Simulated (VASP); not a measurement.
Energy against volume of CaO (rock salt). These are LDA (Ceperley-Alder, Perdew-Zunger), VASP's LDA PAW potentials (set 64) (plane waves; VASP) values and carry that method's errors. Numerical set-up: 520 eV cut-off, 10×10×10 Γ-centred mesh, Gaussian smearing of 0.050 eV, potentials Ca_sv O.

```csv
V (Å³/atom),E (eV/atom)
12.746,-7.10512
13.140,-7.11060
13.535,-7.10652
13.929,-7.09434
```

Problem. Fit these four points and predict the energy of the run at 12.352 Å³/atom.

Solution. A cubic in V^(−2/3), the third-order Birch-Murnaghan form, passes through the four points with V0 = 13.16 Å³/atom and B0 = 128 GPa, and gives -7.0884 eV/atom there. The run gave -7.0884 eV/atom, +0.0 meV/atom from the fit; all five points give B0 = 128 GPa.

The compound is CaO in the rock salt structure. It was relaxed first, which changed the volume by -5 %.
